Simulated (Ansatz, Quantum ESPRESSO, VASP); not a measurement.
## One structure in several programs: PIr₂ (Fm-3m, 3 atoms in the cell)

Self-consistent single point.

```
CELL_PARAMETERS angstrom
      0.00000     2.77874     2.77874
      2.77874     0.00000     2.77874
      2.77874     2.77874     0.00000
ATOMIC_POSITIONS crystal
  P  0.00000 0.00000 0.00000
  Ir 0.25000 0.25000 0.25000
  Ir 0.75000 0.75000 0.75000
```

Shared settings, as Ansatz (a program for electronic structure) writes them: kpoints.mp_grid.grid = 10 10 10; magnetization.spin_orbit = true; scf.occupations.method = gaussian; scf.occupations.width = 0.0037 Ry. Potentials and cutoffs stand in the table.

```csv
code,model,pressure (GPa),cutoff
Ansatz,"LDA (PW92) with spin-orbit coupling, PAW files made with PBE",-8.46,default
Quantum ESPRESSO,"LDA (PZ), spin-orbit coupling, PSlibrary fully relativistic ultrasoft (LDA) pseudopotentials",-6.32,65 Ry
VASP,"LDA (PZ), spin-orbit coupling, VASP's LDA PAW potentials (set 64)",-7.05,300 eV
```

The spread over the programs that give each value: pressure within 2.14 GPa.

Ansatz's pressure is given at a fixed set of plane waves, as the other plane-wave codes print theirs; with its correction for the finite basis it is -8.28 GPa. The same LDA comes in different parametrisations, which differ slightly. In the pressure, Ansatz (by 1.41) lies more than 1 GPa from the median of the plane-wave programs.

VASP's run is marked for a possible Pulay error in its stress at this cutoff; no cutoff test was made.

The starting cell comes from a database of computed structures (which also holds hypothetical and non-ambient phases and stackings), without a prior relaxation at this level.

Left out of this page: ABINIT (failed or unconverged); Elk (not drawn, or without a comparable value); FLEUR (stopped by limits of time or memory).

Keys are those of Ansatz 0.2.
